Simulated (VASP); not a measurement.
Method: PBEsol GGA with spin-orbit coupling, VASP's PBE PAW potentials (set 64) (plane waves; VASP).

VASP input:

INCAR:
```
SYSTEM = In
PREC = Accurate; ENCUT = 400; LREAL = .FALSE.
LASPH = .TRUE.
EDIFF = 1E-6; NELM = 100; ALGO = Normal
LMAXMIX = 4
ISMEAR = 0; SIGMA = 0.05
GGA = PS; GGA_COMPAT = .FALSE.
MAGMOM = 3*0; LSORBIT = .TRUE.
LWAVE = .FALSE.; LCHARG = .FALSE.
```

File KPOINTS:
```
Automatic mesh
0
Gamma
14 14 14
0 0 0
```

**KPOINTS_OPT**
```
k-points along high-symmetry lines
5
Line-mode
Reciprocal
  0.000000   0.000000   0.000000 ! GAMMA
 -0.000000   0.000000   0.500000 ! X

 -0.000000   0.000000   0.500000 ! X
  0.250000   0.250000   0.250000 ! P

  0.250000   0.250000   0.250000 ! P
  0.000000   0.500000  -0.000000 ! N

  0.000000   0.500000  -0.000000 ! N
  0.000000   0.000000   0.000000 ! GAMMA

  0.000000   0.000000   0.000000 ! GAMMA
  0.500000   0.500000  -0.500000 ! M

  0.500000   0.500000  -0.500000 ! M
  0.357770   0.642230  -0.357770 ! S

 -0.357770   0.357770   0.357770 ! S_0
  0.000000   0.000000   0.000000 ! GAMMA

 -0.000000   0.000000   0.500000 ! X
 -0.215539   0.215539   0.500000 ! R

  0.500000   0.500000  -0.215539 ! G
  0.500000   0.500000  -0.500000 ! M
```

**POSCAR**
```
In
1
   -1.6052835260     1.6052835260     2.4739250994
    1.6052835260    -1.6052835260     2.4739250994
    1.6052835260     1.6052835260    -2.4739250994
In
1
Direct
  0.0000000000   0.0000000000   0.0000000000
```

POTCAR, in this order: In_d (PBE.64 set). Program: vasp_ncl.

The run wrote:

OUTCAR:
```
 ion  position               nearest neighbor table
   1  0.000  0.000  0.000-
  LATTYP: Found a body centered tetragonal cell.
 ALAT       =     3.2105670520
 C/A-ratio  =     1.5411141143
 Subroutine PRICEL returns:
 Original cell was already a primitive cell.
 Subroutine GETGRP returns: Found 16 space group operations
The static configuration has the point symmetry D_4h.
The dynamic configuration has the point symmetry D_4h.
The overall configuration has the point symmetry D_4h.
 Subroutine INISYM returns: Found 16 space group operations
 Subroutine IBZKPT returns following result:
 Found    244 irreducible k-points:

 Following reciprocal coordinates:
            Coordinates               Weight
  0.000000  0.000000  0.000000      1.000000
  0.071429  0.000000 -0.000000      8.000000
  0.142857  0.000000 -0.000000      8.000000
  0.214286  0.000000  0.000000      8.000000
  0.285714  0.000000  0.000000      8.000000
  0.357143  0.000000 -0.000000      8.000000
  0.428571  0.000000  0.000000      8.000000
  0.500000  0.000000  0.000000      4.000000
...
```

**OSZICAR**
```
       N       E                     dE             d eps       ncg     rms          rms(c)
DAV:   1     0.977961632544E+02    0.97796E+02   -0.55077E+03  9888   0.152E+03
DAV:   2     0.412149417583E+01   -0.93675E+02   -0.91858E+02  9940   0.344E+02
DAV:   3    -0.285051089531E+01   -0.69720E+01   -0.69266E+01 11308   0.113E+02
DAV:   4    -0.305620022701E+01   -0.20569E+00   -0.20557E+00 12400   0.201E+01
DAV:   5    -0.306786267308E+01   -0.11662E-01   -0.11661E-01 13784   0.371E+00    0.245E+00
DAV:   6    -0.303016271291E+01    0.37700E-01   -0.68163E-02 12728   0.621E+00    0.115E+00
DAV:   7    -0.302315504474E+01    0.70077E-02   -0.17187E-02 13148   0.276E+00    0.422E-01
DAV:   8    -0.302265007133E+01    0.50497E-03   -0.54005E-04 11224   0.341E-01    0.211E-01
DAV:   9    -0.302244916233E+01    0.20091E-03   -0.20245E-04 12840   0.308E-01    0.137E-02
DAV:  10    -0.302245005718E+01   -0.89484E-06   -0.58457E-06 12980   0.436E-02
   1 F= -.30224501E+01 E0= -.30222097E+01  d E =-.480743E-03  mag=     0.0000     0.0000    -0.0000
       N       E                     dE             ncg
```

**OUTCAR**
```
------------------------ aborting loop because EDIFF is reached ----------------------------------------
  FORCE on cell =-STRESS in cart. coord.  units (eV):
  Direction    XX          YY          ZZ          XY          YZ          ZX
  --------------------------------------------------------------------------------------
  Total       -0.0182645     -0.0182645     -0.0150322      0.0000000      0.0000000      0.0000000
  in kB       -1.1475386     -1.1475386     -0.9444591      0.0000000      0.0000000      0.0000000
  external PRESSURE =      -1.0798454 kB  Pullay stress =       0.0000000 kB
  volume of cell :       25.50
      direct lattice vectors                 reciprocal lattice vectors
    -1.605283526  1.605283526  2.473925099     0.000000000  0.311471458  0.202107978
     1.605283526 -1.605283526  2.473925099     0.311471458  0.000000000  0.202107978
     1.605283526  1.605283526 -2.473925099     0.311471458  0.311471458  0.000000000
 POSITION                                       TOTAL-FORCE (eV/Angst)
 -----------------------------------------------------------------------------------
      0.00000      0.00000      0.00000         0.000000     -0.000000     -0.000000
 -----------------------------------------------------------------------------------
    total drift:                                0.000000      0.000000     -0.000000
  FREE ENERGIE OF THE ION-ELECTRON SYSTEM (eV)
  ---------------------------------------------------
  free  energy   TOTEN  =        -3.0224500572 eV

  energy  without entropy=       -3.0219693146  energy(sigma->0) =       -3.02220969

 Ion:    1  E_soc:     -0.0711015
```
(Selected blocks of OUTCAR.)

The compound is In in the bct structure. It was relaxed first.
